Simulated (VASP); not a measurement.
All values below come from LDA (Ceperley-Alder, Perdew-Zunger), VASP's LDA PAW potentials (set 64) (plane waves; VASP).

A VASP calculation is set up with these files.

**INCAR**
```
LMAXMIX = 4   ! l cut-off of mixed one-centre charges
SYSTEM = MnO2
SIGMA = 0.1   ! width (eV)
ISMEAR = 1   ! Methfessel-Paxton
LWAVE = .FALSE.
PSTRESS = 450
EDIFF = 1E-6   ! SCF stop (eV)
ISIF = 3   ! ions, shape and volume
LORBIT = 10
NSW = 40
MAGMOM = 2.1 -2.1 -0.0 2*0.0 -0.0
ALGO = Normal
LASPH = .TRUE.   ! aspherical one-centre terms
ENCUT = 620   ! plane-wave cut-off (eV)
EDIFFG = -0.02   ! ionic stop
ISPIN = 2   ! spin-polarised
IBRION = 2   ! conjugate gradients
LCHARG = .FALSE.
NELM = 100
LREAL = .FALSE.   ! projection in real space or not
PREC = Accurate
```

**POSCAR**
```
MnO2
1
    4.1951535915     0.0000000000     0.0000000000
    0.0000000000     4.1951535915     0.0000000000
    0.0000000000     0.0000000000     2.7098467074
Mn O
2 4
Direct
  0.0000000000   0.0000000000   0.0000000000
  0.5000000000   0.5000000000   0.5000000000
  0.2996254697   0.2996254697   0.0000000000
  0.7996254697   0.2003745303   0.5000000000
  0.2003745303   0.7996254697   0.5000000000
  0.7003745303   0.7003745303   0.0000000000
```

**KPOINTS**
```
Regular mesh
0
G
7 7 11
```

POTCAR, in this order: Mn_pv O (LDA.64 set). Program: vasp_std.

Energy and stress use the plane-wave basis of the starting cell.

Q: What does the run give for the energy per atom (σ→0), cell moment, volume per atom, band gap (on the k-mesh)?

A: 
```yaml
energy per atom (σ→0): -8.749 eV/atom
cell_moment: 0.00 μB
band gap (on the k-mesh): none (metal, semimetal or under 0.01 eV)
volume_per_atom: 7.68 Å³/atom
```

**OSZICAR**
```
...
DAV:   1    -0.524954604030E+02   -0.11948E-01   -0.42736E-01  7200   0.457E+00    0.418E-01
DAV:   2    -0.524959302669E+02   -0.46986E-03   -0.17084E-02  8306   0.134E+00    0.322E-01
DAV:   3    -0.524954688084E+02    0.46146E-03   -0.19643E-03  8138   0.632E-01    0.162E-01
DAV:   4    -0.524952985711E+02    0.17024E-03   -0.66847E-04  8174   0.232E-01    0.659E-02
DAV:   5    -0.524952998798E+02   -0.13087E-05   -0.10636E-04  7652   0.708E-02    0.344E-02
DAV:   6    -0.524952984945E+02    0.13853E-05   -0.51113E-06  8394   0.289E-02    0.164E-02
DAV:   7    -0.524952981500E+02    0.34449E-06   -0.88214E-07  3690   0.870E-03
   6 F= -.39551718E+02 E0= -.39552423E+02  d E =-.155774E-02  mag=     0.0000
```

The compound is MnO2 in the rutile structure. This run relaxes it under an external pressure of 45 GPa. Symmetry was kept, so distortions that lower it aren't found.
